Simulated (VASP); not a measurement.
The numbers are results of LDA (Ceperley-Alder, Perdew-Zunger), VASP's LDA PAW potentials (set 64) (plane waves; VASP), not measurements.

VASP ran on this input.

KPOINTS:
```
Automatic mesh
0
gamma
  8 8 8
0 0 0
```

INCAR:
```
ISIF  =  3
EDIFF  =  1E-6
ALGO  =  Normal   # blocked Davidson
LREAL  =  F   # projection in real space or not
LASPH  =  T   # aspherical one-centre terms
ENCUT  =  500   # plane-wave cut-off (eV)
LMAXMIX  =  4   # l cut-off of mixed one-centre charges
NELM  =  100   # most electronic steps
PREC  =  Accurate
NSW  =  40   # most ionic steps
SIGMA  =  0.05
ISMEAR  =  0
LCHARG  =  F
IBRION  =  2   # conjugate gradients
EDIFFG  =  -0.02   # ionic stop
SYSTEM  =  CuI
LWAVE  =  F
```

File POSCAR:
```
CuI
1
    0.0000000000     2.9326937527     2.9326937527
    2.9326937527    -0.0000000000     2.9326937527
    2.9326937527     2.9326937527     0.0000000000
Cu I
1 1
Direct
  0.0000000000   0.0000000000   0.0000000000
  0.2500000000   0.2500000000   0.2500000000
```

POTCAR, in this order: Cu I (LDA.64 set). Program: vasp_std.

Output of the run:

**OSZICAR**
```
       N       E                     dE             d eps       ncg     rms          rms(c)
DAV:   1     0.106422508682E+03    0.10642E+03   -0.80129E+03   754   0.151E+03
DAV:   2     0.657919864450E+00   -0.10576E+03   -0.98581E+02   764   0.269E+02
DAV:   3    -0.707492779644E+01   -0.77328E+01   -0.76161E+01  1041   0.842E+01
DAV:   4    -0.732030960975E+01   -0.24538E+00   -0.24524E+00   926   0.133E+01
DAV:   5    -0.732837855070E+01   -0.80689E-02   -0.80686E-02  1063   0.249E+00    0.645E+00
DAV:   6    -0.721956385035E+01    0.10881E+00   -0.49748E+00   772   0.689E+01    0.411E+00
DAV:   7    -0.700320690314E+01    0.21636E+00   -0.11326E+00   839   0.416E+01    0.206E+00
DAV:   8    -0.700152223092E+01    0.16847E-02   -0.75742E-02  1132   0.521E+00    0.553E-01
DAV:   9    -0.699631259930E+01    0.52096E-02   -0.18820E-02   919   0.460E+00    0.258E-01
DAV:  10    -0.699636045142E+01   -0.47852E-04   -0.86639E-04   844   0.230E-01    0.197E-01
DAV:  11    -0.699616574462E+01    0.19471E-03   -0.12082E-03  1007   0.127E+00    0.488E-02
DAV:  12    -0.699616696077E+01   -0.12162E-05   -0.15947E-04  1101   0.186E-01    0.463E-02
DAV:  13    -0.699616682188E+01    0.13889E-06   -0.16192E-06   679   0.199E-02
   1 F= -.69961668E+01 E0= -.69961668E+01  d E =-.699617E+01
       N       E                     dE             d eps       ncg     rms          rms(c)
DAV:   1    -0.700159387523E+01   -0.54269E-02   -0.92189E-02   754   0.811E+00    0.584E-01
DAV:   2    -0.699823706375E+01    0.33568E-02   -0.56757E-02   784   0.831E+00    0.246E-01
DAV:   3    -0.699617567959E+01    0.20614E-02   -0.11614E-02   769   0.390E+00    0.103E-01
DAV:   4    -0.699598791756E+01    0.18776E-03   -0.62559E-04   957   0.267E-01    0.341E-02
DAV:   5    -0.699597676472E+01    0.11153E-04   -0.23151E-05  1100   0.133E-01    0.277E-02
DAV:   6    -0.699597069096E+01    0.60738E-05   -0.65719E-06  1161   0.405E-02    0.844E-03
DAV:   7    -0.699597004877E+01    0.64219E-06   -0.92471E-07   437   0.414E-02
   2 F= -.69959700E+01 E0= -.69959700E+01  d E =0.196773E-03
       N       E                     dE             d eps       ncg     rms          rms(c)
DAV:   1    -0.699789758002E+01   -0.19269E-02   -0.29029E-02   754   0.455E+00    0.330E-01
DAV:   2    -0.699688833813E+01    0.10092E-02   -0.18659E-02   769   0.466E+00    0.143E-01
DAV:   3    -0.699618502602E+01    0.70331E-03   -0.38245E-03   759   0.228E+00    0.557E-02
DAV:   4    -0.699612984488E+01    0.55181E-04   -0.20150E-04   829   0.113E-01    0.210E-02
DAV:   5    -0.699612536113E+01    0.44837E-05   -0.10839E-05  1038   0.104E-01    0.164E-02
DAV:   6    -0.699612354610E+01    0.18150E-05   -0.19632E-06   591   0.199E-02    0.617E-03
DAV:   7    -0.699612323068E+01    0.31542E-06   -0.75392E-07   427   0.255E-02
   3 F= -.69961232E+01 E0= -.69961232E+01  d E =0.435912E-04
       N       E                     dE             d eps       ncg     rms          rms(c)
DAV:   1    -0.699631657301E+01   -0.19303E-03   -0.27837E-03   754   0.141E+00    0.101E-01
DAV:   2    -0.699621916694E+01    0.97406E-04   -0.17417E-03   774   0.143E+00    0.437E-02
DAV:   3    -0.699615400289E+01    0.65164E-04   -0.35694E-04   764   0.695E-01    0.175E-02
DAV:   4    -0.699614867366E+01    0.53292E-05   -0.19694E-05   859   0.379E-02    0.622E-03
DAV:   5    -0.699614824934E+01    0.42432E-06   -0.69587E-07   402   0.299E-02
   4 F= -.69961482E+01 E0= -.69961482E+01  d E =0.185725E-04
```

File OUTCAR:
```
------------------------ aborting loop because EDIFF is reached ----------------------------------------
  FORCE on cell =-STRESS in cart. coord.  units (eV):
  Direction    XX          YY          ZZ          XY          YZ          ZX
  --------------------------------------------------------------------------------------
  Total       -0.0259568     -0.0259568     -0.0259568      0.0000000      0.0000000     -0.0000000
  in kB       -0.8234148     -0.8234148     -0.8234148      0.0000000      0.0000000     -0.0000000
  external PRESSURE =      -0.8234148 kB  Pullay stress =       0.0000000 kB
  volume of cell :       50.51
      direct lattice vectors                 reciprocal lattice vectors
     0.000000000  2.933847694  2.933847694    -0.170424661  0.170424661  0.170424661
     2.933847694 -0.000000000  2.933847694     0.170424661 -0.170424661  0.170424661
     2.933847694  2.933847694  0.000000000     0.170424661  0.170424661 -0.170424661
  FREE ENERGIE OF THE ION-ELECTRON SYSTEM (eV)
  ---------------------------------------------------
  free  energy   TOTEN  =        -6.9961482493 eV

  energy  without entropy=       -6.9961482493  energy(sigma->0) =       -6.99614825

 reached required accuracy - stopping structural energy minimisation
```
(Selected blocks of OUTCAR.)

File CONTCAR:
```
CuI
   1.00000000000000
     0.0000000000000000    2.9338476937758391    2.9338476937758391
     2.9338476937758391   -0.0000000000000000    2.9338476937758391
     2.9338476937758391    2.9338476937758391    0.0000000000000000
  Cu              I
     1     1
Direct
     0.0000000000000000    0.0000000000000000    0.0000000000000000
     0.2500000000000000    0.2500000000000000    0.2500000000000000
```

The compound is CuI in the zinc blende structure. This run relaxes it. Symmetry was kept, so distortions that lower it aren't found.
